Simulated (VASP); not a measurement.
Energy against volume of Ti (hcp). All values below come from PBE GGA, VASP's PBE PAW potentials (set 64) (plane waves; VASP). Numerical set-up: 520 eV cut-off, 14×14×8 Γ-centred mesh, first-order Methfessel-Paxton smearing of 0.10 eV, potentials Ti_sv.

Shape and ions are relaxed at each volume.

```
V (Å³/atom)  E (eV/atom)
-----------  -----------
16.831          -7.83123
17.351          -7.83703
17.872          -7.83186
18.392          -7.81717
```

Q: Fit these four points and predict the energy of the run at 16.310 Å³/atom.

A: A cubic in V^(−2/3), the third-order Birch-Murnaghan form, passes through the four points with V0 = 17.35 Å³/atom and B0 = 112 GPa, and gives -7.8128 eV/atom there. The run gave -7.8129 eV/atom, -0.1 meV/atom from the fit; all five points give B0 = 112 GPa.

The compound is Ti in the hcp structure. It was relaxed first.
